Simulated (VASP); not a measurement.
A run of VASP 6.6.1 is set up as follows.

Contents of INCAR:

```
SYSTEM = TlGa
PREC = Accurate
ENCUT = 520
EDIFF = 1E-7
ISMEAR = -1
SIGMA = 0.05
LREAL = .FALSE.
LASPH = .TRUE.
NELM = 80
ALGO = Normal
ISIF = 2
LWAVE = .FALSE.
LCHARG = .FALSE.
GGA = PE
NBANDS = 20
```

File KPOINTS:

```
regular mesh
0
G
  8 8 5
  0 0 0
```

Contents of POSCAR:

```
TlGa
1.0
    3.6521389600      0.0000000000      0.0000000000
   -1.8260694800      3.1628451200      0.0000000000
    0.0000000000      0.0000000000      5.8682937400
Tl Ga
1 1
Direct
    0.3333333300      0.6666666700      0.5000000000
    0.0000000000      0.0000000000      0.0000000000
```

Potentials or basis: VASP PAW PBE potentials, release 64 (Tl_d, Ga_d).

Command:

```sh
$ cat potpaw_PBE.64/Tl_d/POTCAR potpaw_PBE.64/Ga_d/POTCAR > POTCAR
$ mpirun -np 1 vasp_std > vasp.out
```

(1) Predict the pressure.

(2) What does it give for the band gap on the k mesh?

Results:

(1) -4.4 GPa.

(2) none (metal or under the smearing width).
